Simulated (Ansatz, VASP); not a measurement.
**YSc in VASP and in Ansatz**

```
Y Sc
1.0
     3.39854    0.00000    0.00000
    -1.69927    2.94322    0.00000
     0.00000    0.00000    5.23187
Y Sc
1 1
Direct
  0.00000 0.00000 0.00000
  0.33333 0.66667 0.50000
```

Alike in both runs: functional LDA; k mesh 15 × 15 × 8; occupations gaussian, width 0.1 eV; no spin polarisation.

Ansatz relaxed the structure, and its values are those at the end. VASP's run is a single point on that final structure, the one shown.

|  | VASP | Ansatz |
| --- | --- | --- |
| version | VASP 6.6.1 | Ansatz 0.2.0 |
| potentials or method | VASP PAW LDA potentials, release 64 (Y_sv, Sc_sv) | scalar-relativistic, plane waves, PAW |
| plane-wave cutoff (eV) | 520 | 420 |
| valence electrons in the cell | 22 | 22 |

|  | VASP | Ansatz | Ansatz less VASP |
| --- | --- | --- | --- |
| gap on the k mesh at the Fermi level (eV) | none | none | - |
| pressure (GPa) | -0.1 | 0.0 | +0.07 |

A gap of «none» marks a metal or a gap that the smearing closes.
